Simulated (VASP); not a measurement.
Runs of VASP 6.6.1 on SbAs2. Symmetry: Fd-3m, No. 227, cubic system. Conventional cell: a = 8.099 Å, b = 8.099 Å, c = 8.099 Å, α = 90.00°, β = 90.00°, γ = 90.00°. Sb (site symmetry -43m) has 12 As at 3.36 Å and 4 Sb at 3.51 Å as nearest neighbours. As (site symmetry -3m) has 6 As at 2.86 Å as nearest neighbours. The cell was built by a generator and needn't be a form met in nature.

```tsv
task	level	potentials or basis	spin	cell	k mesh	cutoff (eV)	smearing	optimiser	other keys	gap on the mesh (eV)	pressure (GPa)	relaxed volume (Å³/atom)
relaxation of cell and atoms	LDA	VASP PAW LDA potentials, release 64 (Sb, As)	off	relaxed	6 × 6 × 6	600	gaussian 0.05 eV	-	-	none	0.0	20.86
relaxation of the atoms	RPBE+D3	VASP PAW PBE potentials, release 64 (Sb, As)	SOC, no magnetisation	atoms relaxed	4 × 4 × 4	520	gaussian 0.05 eV	vasp	-	-	0.3	-
electric field gradients	BLYP	VASP PAW PBE potentials, release 64 (Sb, As)	off	as given	6 × 6 × 6	500	fermi-dirac 0.02 eV	-	AMIX = 0.05	none	7.1	-
relaxation of cell and atoms	PBE	VASP PAW PBE potentials, release 64 (Sb, As)	off	relaxed	6 × 6 × 6	600	gaussian 0.05 eV	-	-	none	0.0	(a)
single point	PBE	VASP PAW PBE potentials, release 64 (Sb, As)	off	as given	6 × 6 × 6	520	fermi-dirac 0.05 eV	-	-	none	0.2	-
```

**Question.** Fill in the values left out.

**Answer.** (a) 22.19.

Caveats: the PAW data sets were made with another functional, which shifts forces and pressure a little (some runs); the relaxation stopped at its first step, so nothing moved (some runs).

A k mesh can miss the band edges, and rows without SOC leave out spin-orbit coupling on As, Sb.

A gap of «none» marks a metal or a gap under the smearing width.
